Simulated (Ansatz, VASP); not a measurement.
GaGe in VASP and in Ansatz

INCAR

```
SYSTEM = GaGe
PREC = Accurate
ENCUT = 520
EDIFF = 1E-7
ISMEAR = -1
SIGMA = 0.05
LREAL = .FALSE.
LASPH = .TRUE.
NELM = 60
ALGO = Normal
ISIF = 2
LWAVE = .FALSE.
LCHARG = .FALSE.
GGA = CA
NBANDS = 20
```

File KPOINTS:

```
regular mesh
0
G
  8 8 8
  0 0 0
```

The input POSCAR:

```
GaGe
1.0
    0.0000000000      2.9170355792      2.9170355792
    2.9170355792      0.0000000000      2.9170355792
    2.9170355792      2.9170355792      0.0000000000
Ge Ga
1 1
Direct
    0.0000000000      0.0000000000      0.0000000000
    0.2500000000      0.2500000000      0.2500000000
```

Contents of input.yaml:

```yaml
crystal:
  lattice:
    - [0.0, 2.9170355792, 2.9170355792]
    - [2.9170355792, 0.0, 2.9170355792]
    - [2.9170355792, 2.9170355792, 0.0]
  atoms:
    - { symbol: Ge, position: [0.0, 0.0, 0.0] }
    - { symbol: Ga, position: [0.25, 0.25, 0.25] }
hamiltonian:
  xc: lda
  pseudopotentials: { kind: paw }
kpoints:
  mp_grid: { grid: [8, 8, 8] }
scf:
  occupations: { method: fermi_dirac, width: 0.05 }
output:
  forces: true
  stress: true
  eigenvalues: true
  write_density: true
  write_potential: true
  elf: true
  volumetric_format: npy
```

The cell comes from a database or a generator and needn't be the stable form of this composition.

Alike in both runs: task single point; functional LDA; k mesh 8 × 8 × 8; occupations fermi-dirac, width 0.05 eV; no spin polarisation.

|  | VASP | Ansatz |
| --- | --- | --- |
| version | VASP 6.6.1 | Ansatz 0.2.0 |
| potentials or method | VASP PAW LDA potentials, release 64 (Ge_d, Ga_d) | Ansatz PAW |
| plane-wave cutoff (eV) | 520 | 420 |
| valence electrons in the cell | 27 | 27 |

VASP gave:

```
gap on the k mesh at the Fermi level (eV) : none
pressure (GPa)                            : -4.8
```

Problem. Which values does Ansatz return?

Solution. gap on the k mesh at the Fermi level (eV): none; pressure (GPa): -4.9.

A gap of «none» marks a metal or a gap that the smearing closes.

Caveats: the PAW data sets come from PBE, with cores solved anew for the run's functional, which leaves a small shift of forces and pressure (Ansatz).
